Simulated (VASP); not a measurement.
Consider the following.

```
AlTi
1.0
    2.83000     0.00000     0.00000
    0.00000     2.83000     0.00000
    0.00000     0.00000     4.07000
Ti Al
1 1
Direct
  0.00000   0.00000   0.00000
  0.50000   0.50000   0.50000
```

The numbers are results of LDA (Ceperley-Alder, Perdew-Zunger), VASP's LDA PAW potentials (set 64) (plane waves; VASP), not measurements. Settings: 520 eV cut-off, 12×12×8 Γ-centred mesh, first-order Methfessel-Paxton smearing of 0.10 eV, potentials Ti_sv Al.

Energy and stress use the plane-wave basis of the starting cell.

Question: The ions, cell shape and volume are relaxed. What does this cell relax into?

Answer: 
```
AlTi
1.0
    2.77197     0.00000     0.00000
    0.00000     2.77197     0.00000
    0.00000     0.00000     3.98853
Ti Al
1 1
Direct
  0.00000   0.00000   0.00000
  0.50000   0.50000   0.50000
```
Space group P4/mmm (123), at a tolerance of 0.03 Å.

Question: How do energy and volume change from the first to the last step?

Answer: The energy (σ→0) changes by -22.5 meV/atom and the volume by -6.0 %, in 3 ionic steps.

```
step  E(σ→0) (eV)  max force (eV/Å)  pressure (GPa)  volume (Å³)
----  -----------  ----------------  --------------  -----------
1        -13.5431             0.000           -7.01        32.60
2        -13.5647             0.000            5.98        29.35
3        -13.5881             0.000           -0.03        30.65
```

The compound is TiAl in the L1_0 structure. This run relaxes it. Symmetry was kept, so distortions that lower it aren't found. The electron count is odd and the run is not spin-polarised, which forces a metal.
